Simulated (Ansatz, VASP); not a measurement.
# Cross-check of BN between VASP and Ansatz

Aim: how closely do two programs agree when they are given the same cell, functional and k mesh? The cell is taken from a series of runs on this material, whose earlier steps may have relaxed, scaled, displaced or heated it; both programs get it as it stands.

Main program and level: Ansatz 0.2.0; plane waves, with VASP 6.6.1 beside it; zone-centre phonons at LDA.

### 1. The starting structure

The structure is hexagonal, space group P6_3/mmc (No. 194). The conventional cell has a = 2.489 Å, b = 2.489 Å, c = 6.488 Å, α = 90.00°, β = 90.00°, γ = 120.00°. B has 3 N at 1.44 Å nearest. Nearest to N lie 3 B at 1.44 Å. Farther neighbours and most contacts between anions are not listed.

Structure file:

```
B N
1.0
     2.48915    0.00000    0.00000
    -1.24457    2.15566    0.00000
     0.00000    0.00000    6.48804
B N
2 2
Direct
  0.33333 0.66667 0.25000
  0.66667 0.33333 0.75000
  0.33333 0.66667 0.75000
  0.66667 0.33333 0.25000
```

### 2. Ansatz: zone-centre phonons, LDA

Ansatz runs on norm-conserving files, of PseudoDojo where its log says so.

Second derivatives magnify differences that forces hide, and they need a tight electronic threshold.

File input.yaml:

```yaml
crystal:
  lattice:
    - [2.4891452804, 0.0, 0.0]
    - [-1.2445726402, 2.1556630465, 0.0]
    - [0.0, 0.0, 6.4880434129]
  atoms:
    - { symbol: B, position: [0.3333333333, 0.6666666667, 0.25] }
    - { symbol: B, position: [0.6666666667, 0.3333333333, 0.75] }
    - { symbol: "N", position: [0.3333333333, 0.6666666667, 0.75] }
    - { symbol: "N", position: [0.6666666667, 0.3333333333, 0.25] }
kpoints:
  mp_grid: { grid: [9, 9, 4] }
hamiltonian:
  xc: lda
  pseudopotentials: { kind: nc, accuracy: standard }
scf:
  occupations: { method: fixed }
output:
  eigenvalues: true
basis:
  ecutwfc: 1197.301
phonons:
  method: dfpt
  dielectric: true
  rigid_motions: translations
```

Started as:

```bash
$ ansatz run input.yaml --threads 4 --pin off --max-ram 16384MiB --backend cpu --events-out ev --progress --plain --runs-dir out
```

Output:

```text
Engine: ansatz 0.2.0, x86_64-unknown-linux-gnu
Pseudopotentials: kind: nc
Pseudopotential: B, nc, valence charge 3, recommended cutoff 1034.032677 eV (normal), B.nc.azcp (PseudoDojo's, or run here from an input of PseudoDojo's; its table is named by hamiltonian.pseudopotentials.accuracy)
Pseudopotential: N, nc, valence charge 5, recommended cutoff 1142.878222 eV (normal), N.nc.azcp (PseudoDojo's, or run here from an input of PseudoDojo's; its table is named by hamiltonian.pseudopotentials.accuracy)
Functional definition: SPW92
  exchange = slater_x
  correlation = pw_c
Crystal: 4 atoms, lattice volume = 34.813 Å³
Basis set: ecut = 1197.301 eV, 3235 PW (Γ), exchange–correlation on 60×60×160 points (8 copies of the dense FFT grid, shifted against one another)
Bands: 12, of which v1, the nominal top of the filled ones, is band 8 counted from 1 (7 counted from 0)
Symmetry: 24 space group operations
k-points: 95 of 324 (irreducible under 2 space group operations, time reversal used)
Non-local potential: B, projectors of the file, l = 0: 2, l = 1: 2
Non-local potential: N, projectors of the file, l = 0: 2, l = 1: 2
Initial density: superposition of atomic densities (chi_scale 0.1, normalization cell, long waves kept (reshape's long-wave potential 0.01 eV rms))
Initial wavefunctions: pseudopotential atomic-orbital guess
Functional: x = slater, c = lda
SCF iter   1: F=—  HF=-733.523747 eV  |F-HF|=—  |Δ(HF+E_count)|=         —  Δρ=1.58e-1  dr2=8.24e0  ethr=3.10e-3  ⟨swp⟩=5.6  Hψ=6770  notcnv=0  defer=190
preconditioner: auto → none  [insulator: Δε(μ)=5.880 eV  Ē_g=17.214 eV  n_scr=4 (ndim 8)  ℏωp=25.2 eV  f_vac=0.000  ε∞_Penn≈3.1]
SCF iter   2: F=—  HF=-730.743596 eV  |F-HF|=—  |Δ(HF+E_count)|=    2.78e0  Δρ=6.92e-2  dr2=9.18e-1  ethr=3.10e-3  ⟨swp⟩=4.2  Hψ=3652  notcnv=0  defer=179
SCF iter   3: F=—  HF=-730.458999 eV  |F-HF|=—  |Δ(HF+E_count)|=   2.85e-1  Δρ=2.20e-2  dr2=9.83e-2  ethr=3.10e-3  ⟨swp⟩=3.3  Hψ=2658  notcnv=0  defer=187
SCF iter   4: F=—  HF=-730.430556 eV  |F-HF|=—  |Δ(HF+E_count)|=   2.84e-2  Δρ=8.02e-3  dr2=1.23e-2  ethr=6.14e-4  ⟨swp⟩=2.3  Hψ=1710  notcnv=0  defer=190
SCF iter   5: F=—  HF=-730.427297 eV  |F-HF|=—  |Δ(HF+E_count)|=   3.26e-3  Δρ=1.07e-3  dr2=2.19e-4  ethr=7.70e-5  ⟨swp⟩=3.4  Hψ=2147  notcnv=0  defer=190
SCF iter   6: F=—  HF=-730.427249 eV  |F-HF|=—  |Δ(HF+E_count)|=   4.83e-5  Δρ=1.21e-4  dr2=2.93e-6  ethr=1.37e-6  ⟨swp⟩=2.3  Hψ=1902  notcnv=0  defer=190
SCF iter   7: F=—  HF=-730.427249 eV  |F-HF|=—  |Δ(HF+E_count)|=   2.10e-7  Δρ=7.12e-6  dr2=6.54e-9  ethr=1.83e-8  ⟨swp⟩=2.3  Hψ=1866  notcnv=0  defer=180
SCF iter   8: F=—  HF=-730.427148 eV  |F-HF|=—  |Δ(HF+E_count)|=   1.01e-4  Δρ=8.64e-7  dr2=1.23e-10  ethr=4.09e-11  ⟨swp⟩=2.3  Hψ=1935  notcnv=0  defer=145
SCF iter   9: F=-730.427148 eV  HF=-730.427148 eV  |F-HF|=3.41e-13  |Δ(HF+E_count)|=  2.55e-11  Δρ=7.59e-8  dr2=7.24e-13  ethr=1.00e-12  ⟨swp⟩=11.4  Hψ=9044  notcnv=0
SCF 1 converged in 9 iterations: F = -730.427148 eV  dr2 = 7.24e-13
NSCF: frozen V_eff on 4 k-points
DFPT response loops at Γ: preconditioner auto → Resta (q_TF=auto, 2.397 Å⁻¹)  ε∞=3.8 (no band partly filled); β = 1.00, the filter's whole step (`scf.mixing.beta` (0.50) is not read by the response loops at its default; to damp them type it under 1.00, their step now; it binds the ground state too); Broyden in place of MSR1
── the response to a field inside a basis, on 10×10×4 k-points: an SCF that follows is theirs, and a resumed run solves both again ──
Bands: 9, of which v1, the nominal top of the filled ones, is band 8 counted from 1 (7 counted from 0)
k-points: 60 of 400 (irreducible under 8 space group operations)
Initial density: handed on by an earlier stage of this run
Initial wavefunctions: pseudopotential atomic-orbital guess (no wavefunctions were taken with the density)
Eigensolver: Dense (60 Hₖ)
SCF iter   1: F=—  HF=-730.424913 eV  |F-HF|=—  |Δ(HF+E_count)|=         —  Δρ=6.63e-5  dr2=1.81e-7  ethr=1.00e-1
preconditioner: auto → none  [insulator: Δε(μ)=4.222 eV  Ē_g=13.136 eV  n_scr=4 (ndim 8)  ℏωp=25.2 eV  f_vac=0.008  ε∞_Penn≈4.7]
SCF iter   2: F=-730.424913 eV  HF=-730.424913 eV  |F-HF|=7.28e-8  |Δ(HF+E_count)|=   2.13e-7  Δρ=3.32e-5  dr2=4.24e-8  ethr=1.13e-9
SCF 1 converged in 2 iterations: F = -730.424913 eV  dr2 = 4.24e-8
DFPT response loops at Γ: mixed as the last ones told, above
SCF converged after 9 iterations
Free energy (F): -730.427148 eV
Harris-Foulkes:  -730.427148 eV  (|F-HF|=3.41e-13)
Internal energy: -730.427148 eV  (E = F + TS)
E sigma→0 (E₀):  -730.427148 eV
Fermi energy:    4.798959 eV
--- Per-component energies (eV) ---
  E_band       = -36.861172
  E_kinetic    = 513.844785
  E_local      = -645.584570  (includes V_loc(G=0)·N_el)
  E_nonlocal   = -64.091504
  E_hartree    = 213.186764
  E_xc         = -234.930291
  E_vxc        = -267.403402  (∫ρ·V_xc dr)
  E_ewald      = -512.852331
  E_smearing   = -0.000000  (= −TS)
  E_closure    = 0.000000  (closes the sum)
  Σ components = -730.427148   (vs F -730.427148, Δ=0.00e0)
--- Band table (eV; the first three rows and the last of 95) ---
  k-point 0: bands = [... 4 lower, 3.4760, 3.4760, 3.5218, 3.5218, 9.9449, 15.1642, 16.4765, 16.4765]
  k-point 1: bands = [... 4 lower, 3.4827, 3.4827, 3.5150, 3.5150, 10.7117, 14.3292, 16.4980, 16.4980]
  k-point 2: bands = [... 4 lower, 3.4988, 3.4988, 3.4988, 3.4988, 12.4931, 12.4931, 16.5507, 16.5507]
  k-point 94: bands = [... 4 lower, -0.4637, -0.4637, 2.9000, 2.9000, 11.2202, 11.2202, 16.4576, 16.4576]
--- Phonons (Γ-DFPT): 4 representative perturbations + reference, on 95 of 324 k-points (Σ response iterations 14) ---
  k mesh reduced under 2 symmetry operations, with k and −k counted as one. Each operation leaves every solved perturbation unchanged. A smaller set is not considered because the run solves the response to a homogeneous field
  ASR residual: 3.959e-5 → 0.000e0 eV/Å²; symmetrization residual: 2.861e-6 eV/Å²
  ASR residual per site (eV/Å²): 7.88e-6 7.88e-6 3.96e-5 3.96e-5
  Γ frequencies (cm⁻¹): 0.00 0.00 0.00 50.25 50.25 113.21 756.55 817.36 1385.84 1385.84 1385.88 1385.88
  ε∞ (high-frequency dielectric tensor):
        4.844616     0.000000     0.000000
        0.000000     4.844616     0.000000
        0.000000     0.000000     2.842751
  ε⁰ (static dielectric tensor: ions relaxed, cell fixed):
        6.599843     0.000000     0.000000
        0.000000     6.599843     0.000000
        0.000000     0.000000     3.382617
  ε⁰ − ε∞ (ionic part):
        1.755227     0.000000     0.000000
        0.000000     1.755227     0.000000
        0.000000     0.000000     0.539866
  softest optical mode at Γ: 50.25 cm⁻¹; the repairs (sum rule, projections) moved no ω² at Γ by more than (1.28 cm⁻¹)²
  Born effective charges Z* (e; rows j = field, columns β = displacement):
    site 0:
         2.69742   -0.00000    0.00000
        -0.00000    2.69742    0.00000
         0.00000    0.00000    0.81665
    site 1:
         2.69742   -0.00000    0.00000
        -0.00000    2.69742    0.00000
         0.00000    0.00000    0.81665
    site 2:
        -2.69742    0.00000    0.00000
         0.00000   -2.69742    0.00000
         0.00000    0.00000   -0.81665
    site 3:
        -2.69742   -0.00000    0.00000
         0.00000   -2.69742    0.00000
         0.00000    0.00000   -0.81665
  Z* charge neutrality: 8.704e-4 e pre-enforcement
  solved inside a basis spanned on kpoints, on 10×10×4 k-points, its susceptibility summed on 18×18×6: ε∞ is read to err by 1.3e-2, Z* by 9.2e-3 e (field_mesh: kpoints solves on kpoints); Z* is corrected for what the basis lacks
  optical modes at Γ without the LO–TO term, one row a degenerate level:
      ω (cm⁻¹)  modes    IR ((D/Å)²/amu)
         50.25      2             0.0000
        113.21      1             0.0000
        756.55      1             5.0436
[...]
optical modes at Γ + LO–TO along q̂ = [1.0000, 0.0000, 0.0000]:
      ω (cm⁻¹)  modes    IR ((D/Å)²/amu)
[...]
optical modes at Γ + LO–TO along q̂ = [0.0000, 1.0000, 0.0000]:
      ω (cm⁻¹)  modes    IR ((D/Å)²/amu)
[...]
1385.88      1            55.0258
       1617.56      1            55.0258
  optical modes at Γ + LO–TO along q̂ = [0.0000, 0.0000, 1.0000]:
      ω (cm⁻¹)  modes    IR ((D/Å)²/amu)
         50.25      2             0.0000
        113.21      1             0.0000
        817.36      1             0.0000
        825.26      1             5.0436
       1385.84      2             0.0000
       1385.88      2           110.0517
```

Reading the cycles: dr2 is the Hartree energy of the density residual (eV), the measure of convergence; HF is the Harris–Foulkes estimate of the energy, which meets the free energy F at convergence.

(Part 1 of 3 ends here.)

[Lines on the potential files, build, host, timing and source positions are cut from VASP's logs without a mark.]

[Logs are printed without paths, hosts, clocks, repeated set-up lines and the standing remarks that a program may print on its own settings, such as how far it seeks lower states.]

[Hosts, paths, dates, database ids (printed as entryN), source tags and the programs' standing remarks are cut or masked in the printed files.]
